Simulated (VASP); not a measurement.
# Al3BiO3 (P31m) in VASP: single point with PBE

Aim: the single point of Al3BiO3 with PBE.

All numbers are computed with VASP 6.6.1; they aren't measurements. Logs are shortened: lines on timing, memory, paths and dates and some standing lists are left out, and cuts for length are marked.

## (1) Starting point

The structure is trigonal, space group P31m (No. 157). Conventional cell: a = 5.152 Å, b = 5.152 Å, c = 6.650 Å, α = 90.00°, β = 90.00°, γ = 120.00°. Al (site symmetry m) has 3 O at 1.82 to 1.85 Å as nearest neighbours. Al (site symmetry m) is surrounded by 3 O at 1.82 to 1.85 Å. Around Bi (site symmetry 3m) lie 3 Al at 2.80 Å. O (site symmetry m) is surrounded by 3 Al at 1.82 to 1.85 Å. Around O (site symmetry m) lie 3 Al at 1.82 to 1.85 Å.

The cell was built by a generator and needn't be a form met in nature.

## (2) Single point, PBE

INCAR

```
  PREC = Normal
  ENCUT = 520
  EDIFF = 1E-5
  ISMEAR = 0
  SIGMA = 0.05
  LREAL = Auto
  LASPH = T
  NELM = 80
  ALGO = Fast
  ISIF = 2
  LWAVE = F
  LCHARG = F
  GGA = PE
  NBANDS = 55
```

KPOINTS

```
Automatic mesh
0
Gamma
  4 4 3
```

POSCAR

```
Al3BiO3
1.0
   10.3040580000      0.0000000000      0.0000000000
   -2.5760150000      4.4617880000      0.0000000000
    0.0000000000      0.0000000000      6.6502400000
Al Bi O
6 2 6
Direct
    0.3414885000      0.0000000000      0.7215450000
    0.8414885000      0.0000000000      0.7215450000
    0.0000000000      0.6829770000      0.7215450000
    0.5000000000      0.6829770000      0.7215450000
    0.1585115000      0.3170230000      0.7215450000
    0.6585115000      0.3170230000      0.7215450000
    0.0000000000      0.0000000000      0.0642970000
    0.5000000000      0.0000000000      0.0642970000
    0.1766295000      0.0000000000      0.6248290000
    0.6766295000      0.0000000000      0.6248290000
    0.0000000000      0.3532590000      0.6248290000
    0.5000000000      0.3532590000      0.6248290000
    0.3233705000      0.6467410000      0.6248290000
    0.8233705000      0.6467410000      0.6248290000
```

Potentials or basis: VASP PAW PBE potentials, release 64 (Al, Bi_d, O).

Launch:

```bash
> cat potpaw_PBE.64/Al/POTCAR potpaw_PBE.64/Bi_d/POTCAR potpaw_PBE.64/O/POTCAR > POTCAR
> mpirun -np 1 vasp_std > vasp.out
```

OUTCAR:

```text
PREC = Normal
   ENCUT = 520
   EDIFF = 1E-5
   ISMEAR = 0
   LREAL = Auto
   LASPH = T
   NELM = 80
   ISIF = 2
   GGA = PE

 ion  position               nearest neighbor table
   1  0.341  0.000  0.722-   9 1.82  12 1.85  13 1.85   8 2.80   6 2.83   4 2.83   3 3.05   5 3.05
                             4 3.05   5 3.05
   2  0.841  0.000  0.722-  10 1.82  11 1.85  14 1.85   7 2.80   5 2.83   3 2.83   4 3.05   6 3.05
                             3 3.05   6 3.05
   3  0.000  0.683  0.722-  11 1.82   9 1.85  14 1.85   7 2.80   5 2.83   2 2.83   6 3.05   1 3.05
                             2 3.05   5 3.05
   4  0.500  0.683  0.722-  12 1.82  10 1.85  13 1.85   8 2.80   6 2.83   1 2.83   5 3.05   2 3.05
                             1 3.05   6 3.05
   5  0.159  0.317  0.722-  13 1.82  11 1.85   9 1.85   7 2.80   2 2.83   3 2.83   4 3.05   1 3.05
                             1 3.05   3 3.05
   6  0.659  0.317  0.722-  14 1.82  12 1.85  10 1.85   8 2.80   1 2.83   4 2.83   3 3.05   2 3.05
                             2 3.05   4 3.05
   7  0.000  0.000  0.064-   5 2.80   2 2.80   3 2.80
   8  0.500  0.000  0.064-   6 2.80   1 2.80   4 2.80
   9  0.177  0.000  0.625-   1 1.82   3 1.85   5 1.85
  10  0.677  0.000  0.625-   2 1.82   4 1.85   6 1.85
  11  0.000  0.353  0.625-   3 1.82   2 1.85   5 1.85
  12  0.500  0.353  0.625-   4 1.82   1 1.85   6 1.85
  13  0.323  0.647  0.625-   5 1.82   4 1.85   1 1.85
  14  0.823  0.647  0.625-   6 1.82   3 1.85   2 1.85

  Warning from LATTYP: Monoclinic adjustment (A1->A3, A2->A1, A3->A2)!
  LATTYP: Found a simple orthorhombic cell.
 ALAT       =     5.1520292543
 B/A-ratio  =     1.2908001239
 C/A-ratio  =     1.7320506385

  Lattice vectors:

 A1 = (  -2.5760150000,   4.4617880000,   0.0000000000)
 A2 = (   0.0000000000,   0.0000000000,   6.6502400000)
 A3 = (   7.7280430000,   4.4617880000,   0.0000000000)

Analysis of symmetry for initial positions (statically):
=====================================================================
 Subroutine PRICEL returns following result:

  LATTYP: Found a hexagonal cell.
 ALAT       =     5.1520290000
 C/A-ratio  =     1.2908001877

  Lattice vectors:

 A1 = (   5.1520290000,   0.0000000000,   0.0000000000)
 A2 = (  -2.5760150000,   4.4617880000,   0.0000000000)
 A3 = (   0.0000000000,   0.0000000000,   6.6502400000)

   2 primitive cells build up your supercell.

 Routine SETGRP: Setting up the symmetry group for a
 simple orthorhombic supercell.

 Subroutine GETGRP returns: Found  2 space group operations
 (whereof  2 operations were pure point group operations)
 out of a pool of  8 trial point group operations.

The static configuration has the point symmetry C_1h.

Analysis of symmetry for dynamics (positions and initial velocities):
=====================================================================
 Subroutine PRICEL returns following result:

  LATTYP: Found a hexagonal cell.
 ALAT       =     5.1520290000
 C/A-ratio  =     1.2908001877

  Lattice vectors:

 A1 = (   5.1520290000,   0.0000000000,   0.0000000000)
 A2 = (  -2.5760150000,   4.4617880000,   0.0000000000)
 A3 = (   0.0000000000,   0.0000000000,   6.6502400000)

   2 primitive cells build up your supercell.

 Routine SETGRP: Setting up the symmetry group for a
 simple orthorhombic supercell.

 Subroutine GETGRP returns: Found  2 space group operations
 (whereof  2 operations were pure point group operations)
 out of a pool of  8 trial point group operations.

The dynamic configuration has the point symmetry C_1h.

 Subroutine INISYM returns: Found  2 space group operations
 (whereof  2 operations are pure point group operations),
 and found     2 'primitive' translations

----------------------------------------------------------------------------------------

                                     Primitive cell

  volume of cell :     152.8708

  direct lattice vectors                    reciprocal lattice vectors
     5.152029000  0.000000000  0.000000000     0.194098286  0.112062719  0.000000000
    -2.576015000  4.461788000  0.000000000     0.000000000  0.224125395  0.000000000
[... 34 lines left out ...]
  Cartesian coordinates                     Fractional coordinates (reciprocal lattice)
     0.024262286  0.014007840  0.000000000     0.250000000  0.000000000  0.000000000
     0.000000000  0.056031349  0.000000000     0.000000000  0.250000000  0.000000000
     0.000000000  0.000000000  0.050123504     0.000000000  0.000000000  0.333333333

  Length of vectors
     0.028015676  0.056031349  0.050123504

  Shift w.r.t. Gamma in fractional coordinates (k-lattice)
     0.000000000  0.000000000  0.000000000

 Subroutine IBZKPT returns following result:
 ===========================================

 Found     21 irreducible k-points:

 Following reciprocal coordinates:
            Coordinates               Weight
  0.000000  0.000000  0.000000      1.000000
  0.250000 -0.000000  0.000000      2.000000
  0.500000 -0.000000  0.000000      1.000000
  0.000000  0.250000  0.000000      4.000000
  0.250000  0.250000  0.000000      2.000000
 -0.250000  0.250000  0.000000      2.000000
[... 13 lines left out ...]
  0.250000  0.500000  0.333333      4.000000
  0.500000  0.500000  0.333333      2.000000
   k-points           NKPTS =     21   k-points in BZ     NKDIM =     21   number of bands    NBANDS=     55
   number of dos      NEDOS =    301   number of ions     NIONS =     14
   total plane-waves  NPLWV =  72000
   dimension x,y,z NGX =    60 NGY =   30 NGZ =   40
   dimension x,y,z NGXF=   120 NGYF=   60 NGZF=   80
   ions per type =               6   2   6
   NGX,Y,Z   is equivalent  to a cutoff of   9.68,  9.68, 10.00 a.u.
   NGXF,Y,Z  is equivalent  to a cutoff of  19.36, 19.36, 20.00 a.u.
 SYSTEM =  unknown system
   PREC   = normal    normal or accurate (medium, high low for compatibility)
   ISTART =      0    job   : 0-new  1-cont  2-samecut
   ICHARG =      2    charge: 1-file 2-atom 10-const
   ISPIN  =      1    spin polarized calculation?
   LNONCOLLINEAR =      F non collinear calculations
   LSORBIT =      F    spin-orbit coupling
   LASPH  =      T    aspherical Exc in radial PAW
   ENCUT  =  520.0 eV  38.22 Ry    6.18 a.u.  19.16  9.58 12.37*2*pi/ulx,y,z
   NELM   =     80;   NELMIN=  2; NELMDL= -5     # of ELM steps
   EDIFF  = 0.1E-04   stopping-criterion for ELM
   LREAL  =      T    real-space projection
   EDIFFG = 0.1E-03   stopping-criterion for IOM
   NSW    =      0    number of steps for IOM
   IBRION =     -1    ionic relax: 0-MD 1-quasi-New 2-CG
   NFREE  =      0    steps in history (QN), initial steepest desc. (CG)
   ISIF   =      2    stress and relaxation
   ISYM   =      2    0-nonsym 1-usesym 2-fastsym
   POTIM  = 0.5000    time-step for ionic-motion
   TEBEG  =    0.0;   TEEND  =   0.0 temperature during run
   PSTRESS=    0.0 pullay stress
   NELECT =      84.0000    total number of electrons
   NUPDOWN=      -1.0000    fix difference up-down
   EMIN   =  10.00;   EMAX   =-10.00  energy-range for DOS
   EFERMI =   0.00;   METHOD = LEGACY
   ISMEAR =     0;   SIGMA  =   0.05  broadening in eV -4-tet -1-fermi 0-gaus
   EFERMI_NEDOS =   21; number of points for ismear=-14 and -15
   IALGO  =     68    algorithm
   IMIX   =      4    mixing-type and parameters
     AMIX     =   0.40;   BMIX     =  1.00
     AMIX_MAG =   1.60;   BMIX_MAG =  1.00
  volume/ion in A,a.u.               =      21.84       147.37
  Fermi-wavevector in a.u.,A,eV,Ry     =   1.064265  2.011169 15.410772  1.132660
  Thomas-Fermi vector in A             =   2.199778
   LORBIT       =      0    0 simple, 1 ext, 2 COOP (PROOUT), +10 PAW based schemes
   GGA     = PE    functional components
   LHFCALC =     F    Hartree Fock is set to
   AEXX    =    0.0000 exact exchange contribution
   IVDW    =     0    specifies the selected vdW correction
   LEPSILON=     F    determine dielectric tensor
   LRPA    =     F    only Hartree local field effects (RPA)
 non-spin polarized calculation
 RMM-DIIS sequential band-by-band and
 Gauss-broadening in eV      SIGMA  =   0.05
  energy-cutoff  :      520.00
  volume of cell :      305.74
 maximum number of plane-waves:      8315
   NGX = 39   NGY = 19   NGZ = 25

 number of electron      83.9999860 magnetization

 Free energy of the ion-electron system (eV)
  ---------------------------------------------------
  ext. energy  EPLUGINS =         0.00000000
  ---------------------------------------------------
  free energy    TOTEN  =       -85.53996538 eV

  energy without entropy =      -85.53996538  energy(sigma->0) =      -85.53996538

 E-fermi :   3.1885     XC(G=0):  -7.9654

 val. band max:        2.8872982119   @ k =   0.0000   0.0000   0.0000
 cond. band min:       3.6061372710   @ k =   0.0000   0.0000   0.0000
 fundamental gap:      0.7188390590
 Fermi energy:         3.1885313979

 k-point     1 :       0.0000    0.0000    0.0000
  band No.  band energies     occupation
      1     -18.4425      2.00000
      2     -18.4420      2.00000
      3     -18.4400      2.00000
      4     -18.4379      2.00000
      5     -18.4375      2.00000
      6     -18.4373      2.00000
[... 1186 lines left out ...]
     53       8.4769      0.00000
     54       8.6546      0.00000
 [bands above 54 left out]

------------------------ aborting loop because EDIFF is reached ----------------------------------------

  FORCE on cell =-STRESS in cart. coord.  units (eV):
  Direction    XX          YY          ZZ          XY          YZ          ZX
  --------------------------------------------------------------------------------------
  -------------------------------------------------------------------------------------
  Total       -0.0246947      0.0888957      0.0966677     -0.0983721     -0.0781782      0.0451362
  in kB       -0.1294074      0.4658399      0.5065675     -0.5154994     -0.4096770      0.2365271
  external PRESSURE =       0.2810000 kB  Pullay stress =       0.0000000 kB

 VOLUME and BASIS-vectors are now :
 -----------------------------------------------------------------------------
  energy-cutoff  :      520.00
  volume of cell :      305.74
      direct lattice vectors                 reciprocal lattice vectors
    10.304058000  0.000000000  0.000000000     0.097049143  0.056031360  0.000000000
    -2.576015000  4.461788000  0.000000000     0.000000000  0.224125395  0.000000000
     0.000000000  0.000000000  6.650240000     0.000000000  0.000000000  0.150370513

 POSITION                                       TOTAL-FORCE (eV/Angst)
 -----------------------------------------------------------------------------------
      3.51872      0.00000      4.79845         0.000584     -0.003351      0.010595
      8.67075      0.00000      4.79845         0.000584     -0.003351      0.010595
     -1.75936      3.04730      4.79845        -0.006617      0.011461      0.012147
      3.39267      3.04730      4.79845        -0.006617      0.011461      0.012147
      0.81666      1.41449      4.79845         0.002609     -0.002181      0.010595
      5.96868      1.41449      4.79845         0.002609     -0.002181      0.010595
      0.00000      0.00000      0.42759         0.008482     -0.014692     -0.015634
      5.15203      0.00000      0.42759         0.008482     -0.014692     -0.015634
      1.82000      0.00000      4.15526         0.000497      0.001940     -0.009416
      6.97203      0.00000      4.15526         0.000497      0.001940     -0.009416
     -0.91000      1.57617      4.15526        -0.003627      0.006283      0.001130
      4.24203      1.57617      4.15526        -0.003627      0.006283      0.001130
      1.66601      2.88562      4.15526        -0.001929      0.000539     -0.009416
      6.81804      2.88562      4.15526        -0.001929      0.000539     -0.009416
 -----------------------------------------------------------------------------------
    total drift:                                0.000054     -0.000020      0.060526

  FREE ENERGIE OF THE ION-ELECTRON SYSTEM (eV)
  ---------------------------------------------------
  free  energy   TOTEN  =       -85.5399653839 eV

  energy  without entropy=      -85.5399653839  energy(sigma->0) =      -85.53996538
```

Run time: 2.1 min. Hardware: 1 thread of Intel Xeon Platinum 8488C (Sapphire Rapids), shared host; peak memory 0.38 GiB.

What came out:

```yaml
Free_energy: -85.5400 eV
Pressure: 0.0 GPa
Largest_force: 0.023 eV/Å
Band_gap_on_the_k_mesh: 0.72 eV
```

Forces in eV/Å, atoms in the order of the input:
```
Al   0.001 -0.003  0.011
Al   0.001 -0.003  0.011
Al  -0.007  0.011  0.012
Al  -0.007  0.011  0.012
Al   0.003 -0.002  0.011
Al   0.003 -0.002  0.011
Bi   0.008 -0.015 -0.016
Bi   0.008 -0.015 -0.016
O    0.000  0.002 -0.009
O    0.000  0.002 -0.009
O   -0.004  0.006  0.001
O   -0.004  0.006  0.001
O   -0.002  0.001 -0.009
O   -0.002  0.001 -0.009
```

Stress tensor (GPa, compression positive):
```
-0.01 -0.05  0.02
-0.05  0.05 -0.04
 0.02 -0.04  0.05
```

Caveat: spin-orbit coupling is left out, which as a rule narrows the gap of such compounds by several tenths of an eV; an odd mesh through Γ misses points on the zone boundary, where band edges often lie. Expect the measured gap to be larger: semilocal functionals such as PBE lack the derivative discontinuity.
